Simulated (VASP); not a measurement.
The system is Y.

```
Y
1.0
     3.64740    0.00000    0.00000
    -1.82370    3.15874    0.00000
     0.00000    0.00000    5.73060
Y
2
Direct
  0.33333 0.66667 0.25000
  0.66667 0.33333 0.75000
```

| Property | Result |
| --- | --- |
| Program | VASP 6.6.1 |
| Task | relaxation of cell and atoms |
| Functional | LDA |
| Potentials or basis | VASP PAW LDA potentials, release 64 (Y_sv) |
| Cutoff | 600 eV |
| k mesh | 12 × 12 × 7 |
| Occupations | methfessel-paxton, width 0.1 eV |
| Spin | no spin polarisation |

At the start: pressure -3.9 GPa; volume 33.01 Å³/atom.

**Question.** Where does the relaxation end?

**Answer.** Over 8 steps the energy falls by 41.0 meV/atom and the volume is 29.82 Å³/atom (-9.7 %); space group P6_3/mmc (No. 194, to 0.05 Å).

Step by step:
```
step  energy change (eV)  largest force (eV/Å)  pressure (GPa)  volume (Å³)
   1              0.0000                0.0000           -3.85        66.02
   2             -0.0800                0.0000            0.70        58.72
   3             -0.0820                0.0000            0.01        59.64
   4             -0.0820                0.0000           -0.12        59.77
   5             -0.0821                0.0000           -0.09        59.75
   6             -0.0821                0.0000           -0.08        59.73
   7             -0.0821                0.0000            0.08        59.60
   8             -0.0821                0.0000           -0.02        59.64
```

Final structure:
```
Y
1.0
     3.52941    0.00000    0.00000
    -1.76471    3.05656    0.00000
     0.00000    0.00000    5.52832
Y
2
Cartesian
  0.0000 2.0377 1.3821
  1.7647 1.0189 4.1462
```
